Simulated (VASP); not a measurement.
Here is a VASP 6.6.1 calculation.

The input INCAR:

```
  PREC = Normal
  ENCUT = 520
  EDIFF = 1E-4
  ISMEAR = 0
  SIGMA = 0.15
  LREAL = Auto
  LASPH = True
  NELM = 60
  ALGO = Fast
  ISIF = 3
  LWAVE = False
  LCHARG = False
  GGA = PE
  IBRION = 2
  NSW = 24
  EDIFFG = -0.08
  KPAR = 2
```

The input KPOINTS:

```
regular mesh
0
Gamma
  3 3 3
```

File POSCAR:

```
Be2CdS3
1.0
    5.5000000000     -3.1750000000      0.0000000000
    5.5000000000      3.1750000000      0.0000000000
    0.0000000000      0.0000000000      5.9800000000
Be Cd S
4 2 6
Direct
    0.4980000000      0.1680000000      0.0000000000
    0.8320000000      0.5020000000      0.0000000000
    0.5020000000      0.8320000000      0.5000000000
    0.1680000000      0.4980000000      0.5000000000
    0.1670000000      0.8330000000      0.9950000000
    0.8330000000      0.1670000000      0.4950000000
    0.4750000000      0.8350000000      0.8850000000
    0.1650000000      0.5250000000      0.8850000000
    0.8550000000      0.1450000000      0.8900000000
    0.5250000000      0.1650000000      0.3850000000
    0.8350000000      0.4750000000      0.3850000000
    0.1450000000      0.8550000000      0.3900000000
```

Potentials or basis: VASP PAW PBE potentials, release 64 (Be, Cd, S).

Run with:

```bash
$ cat potpaw_PBE.64/Be/POTCAR potpaw_PBE.64/Cd/POTCAR potpaw_PBE.64/S/POTCAR > POTCAR
$ mpirun -np 2 vasp_std > vasp.out
```

What does it give for the band gap on the k mesh?

3.06 eV, direct.

Estimate the relaxed cell.

a = 6.380 Å, b = 6.380 Å, c = 5.986 Å, α = 90.00°, β = 90.00°, γ = 60.11°.

Predict the relaxed volume.

17.60 Å³/atom.

Predict the space group after relaxing (to 0.05 Å).

Cmc2_1 (No. 36).

Forces in eV/Å, atoms in the order of the input:
```
Be   0.003  0.019  0.010
Be  -0.003  0.019  0.010
Be  -0.003 -0.019  0.010
Be   0.003 -0.019  0.010
Cd   0.000 -0.030 -0.020
Cd   0.000  0.030 -0.020
S    0.013  0.009 -0.006
S   -0.013  0.009 -0.006
S    0.000 -0.009  0.011
S   -0.013 -0.009 -0.006
S    0.013 -0.009 -0.006
S    0.000  0.009  0.011
```

Caveat: an odd mesh through Γ misses points on the zone boundary, where band edges often lie.
